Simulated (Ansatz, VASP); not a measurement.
# CaMg6Cr: VASP beside Ansatz

File run.py:

```python
from ase.calculators.vasp import Vasp
from ase.dft.bandgap import bandgap
from ase.io import read

atoms = read('POSCAR')
atoms.set_initial_magnetic_moments([3.0, 0.0, 0.0, 0.0, 0.0, 0.0, 0.0, 0.0])
calc = Vasp(
    directory='calc',
    xc='pbe',
    pp='PBE',
    setups='recommended',
    pp_version='54',
    prec='Accurate',
    encut=520,
    ediff=1e-06,
    ismear=0,
    sigma=0.1,
    lreal=False,
    lasph=True,
    nelm=150,
    algo='Fast',
    isif=2,
    lwave=False,
    lcharg=False,
    ispin=2,
    lorbit=11,
    lmaxmix=4,
    kpts=[5, 5, 5],
    gamma=True,
)
atoms.calc = calc

print('energy (eV):', atoms.get_potential_energy())
print('free energy (eV):', atoms.get_potential_energy(force_consistent=True))
print('forces (eV/A):')
print(atoms.get_forces())
print('stress (eV/A^3, Voigt):', atoms.get_stress())
print('Fermi level (eV):', calc.get_fermi_level())
print('moment (muB):', atoms.get_magnetic_moment())
print('site moments (muB):', atoms.get_magnetic_moments())
gap, top, bottom = bandgap(calc)
print('band gap (eV):', gap, 'from (spin, k, band)', top, 'to', bottom)
```

File POSCAR:

```
CaMg6Cr
1.0
    5.1723670000      0.0000000000      0.0000000000
    0.0000000000      3.2632100000      5.6438340000
    0.0000000000     -3.2632100000      5.6438340000
Cr Ca Mg
1 1 6
Direct
    0.5000000000      0.6629090000      0.6629090000
    0.0000000000      0.8296510000      0.8296510000
    0.5000000000      0.1663380000      0.1663380000
    0.5000000000      0.6634670000      0.1752350000
    0.5000000000      0.1752350000      0.6634670000
    0.0000000000      0.3355940000      0.3355940000
    0.0000000000      0.8253860000      0.3414200000
    0.0000000000      0.3414200000      0.8253860000
```

File input.yaml:

```yaml
crystal:
  lattice:
    - [5.172367, 0.0, 0.0]
    - [0.0, 3.26321, 5.643834]
    - [0.0, -3.26321, 5.643834]
  atoms:
    - { symbol: Cr, position: [0.5, 0.662909, 0.662909], spin: 3.0 }
    - { symbol: Ca, position: [0.0, 0.829651, 0.829651] }
    - { symbol: Mg, position: [0.5, 0.166338, 0.166338] }
    - { symbol: Mg, position: [0.5, 0.663467, 0.175235] }
    - { symbol: Mg, position: [0.5, 0.175235, 0.663467] }
    - { symbol: Mg, position: [0.0, 0.335594, 0.335594] }
    - { symbol: Mg, position: [0.0, 0.825386, 0.34142] }
    - { symbol: Mg, position: [0.0, 0.34142, 0.825386] }
hamiltonian:
  xc: pbe
  pseudopotentials: { kind: paw }
magnetization:
  spin_polarized: true
kpoints:
  mp_grid: { grid: [5, 5, 5] }
scf:
  occupations: { method: gaussian, width: 0.1 }
output:
  forces: true
  stress: true
  eigenvalues: true
```

The cell comes from a database or a generator and needn't be the stable form of this composition.

Alike in both runs: task single point; functional PBE; k mesh 5 × 5 × 5; occupations gaussian, width 0.1 eV; collinear spin, ferromagnetic start.

|  | VASP | Ansatz |
| --- | --- | --- |
| version | VASP 6.6.1 | Ansatz 0.2.0 |
| potentials or method | VASP PAW PBE potentials, release 54 (Cr_pv, Ca_sv, Mg) | Ansatz PAW |
| plane-wave cutoff (eV) | 520 | 420 |
| valence electrons in the cell | 34 | 84 |

Ansatz gave:

| Quantity | Value |
| --- | --- |
| gap on the k mesh at the Fermi level (eV) | none |
| pressure (GPa) | 0.1 |
| largest component of the traceless stress (GPa) | 0.17 |
| rms of the force components (eV/Å) | 0.045 |
| net moment per atom (μB) | 0.56 |
| size of the moment on the site where the two differ most (μB) | 4.03 |

Estimate VASP's values.

gap on the k mesh at the Fermi level (eV): none; pressure (GPa): 0.1; largest component of the traceless stress (GPa): 0.16; rms of the force components (eV/Å): 0.046; net moment per atom (μB): 0.56; size of the moment on the site where the two differ most (μB): 3.84.

Site moments also hang on the region over which each program counts them. Atom by atom the forces differ by 0.002 eV/Å (rms over components). A gap of «none» marks a metal or a gap that the smearing closes. With one functional, cell and mesh, what is left measures potentials, basis and numerics. The two sets of potentials don't hold the same shells in valence.
